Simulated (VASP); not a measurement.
Given:

```xyz
2
Lattice="3.1057 0.0000 0.0000 0.0000 3.1057 0.0000 0.0000 0.0000 3.1057" Properties=species:S:1:pos:R:3 pbc="T T T"
Mo     0.0000     0.0000     0.0000
Ge     1.5529     1.5529     1.5529
```

Method: r2SCAN meta-GGA, VASP's PBE PAW potentials (set 64) (plane waves; VASP). Run with 400 eV cut-off, 13×13×13 Γ-centred mesh, tetrahedra with Blöchl corrections, potentials Mo_sv Ge_d.

Question: Give the energies of bands 10 to 17 at the high-symmetry points, in eV from the Fermi level.

Answer: 
```json
[
 {"band": "10", "Γ": "-12.98", "X": "-9.73", "M": "-9.46", "R": "-5.96"},
 {"band": "11", "Γ": "-3.33", "X": "-7.32", "M": "-3.60", "R": "-5.96"},
 {"band": "12", "Γ": "-3.33", "X": "-2.55", "M": "-3.60", "R": "-5.96"},
 {"band": "13", "Γ": "1.26", "X": "-1.88", "M": "-2.77", "R": "-5.15"},
 {"band": "14", "Γ": "1.26", "X": "-1.88", "M": "-0.34", "R": "2.96"},
 {"band": "15", "Γ": "1.26", "X": "1.46", "M": "-0.34", "R": "2.96"},
 {"band": "16", "Γ": "2.72", "X": "3.08", "M": "2.83", "R": "4.44"},
 {"band": "17", "Γ": "2.72", "X": "7.53", "M": "3.66", "R": "4.44"}
]
```

It has no gap at this level: it comes out as a metal or semimetal.

The structure was generated: GeMo was put into the CsCl type (Pm-3m), which need not be its known phase. It was relaxed first, which changed the volume by -6 %.
